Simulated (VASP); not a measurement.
Given:

```yaml
crystal:
  lattice:
    - [0.00000, 2.82742, 2.82742]
    - [2.82742, 0.00000, 2.82742]
    - [2.82742, 2.82742, 0.00000]
  atoms:
    - { symbol: Sc, position: [0.00000, 0.00000, 0.00000] }
    - { symbol: Al, position: [0.50000, 0.50000, 0.50000] }
```

Level of theory: r2SCAN meta-GGA, VASP's PBE PAW potentials (set 64) (plane waves; VASP). Run with 400 eV cut-off, 13×13×13 Γ-centred mesh, tetrahedra with Blöchl corrections, potentials Sc_sv Al.

Problem. Give the energies of bands 5 to 10 at the high-symmetry points, in eV from the Fermi level.

Solution. 
```csv
band,Γ,X,U,L,W
5,-7.83,-4.66,-4.35,-4.75,-4.22
6,1.19,-2.33,-2.03,-3.58,-1.73
7,1.19,-0.45,-1.81,-0.15,-1.73
8,1.19,1.48,0.43,-0.15,-0.64
9,1.54,1.48,1.71,2.80,2.76
10,1.54,2.20,2.91,2.80,2.92
```

It has no gap at this level: it comes out as a metal or semimetal.

The structure was generated: ScAl was put into the rock salt type (Fm-3m), which need not be its known phase. It was relaxed first, which changed the volume by -27 %.
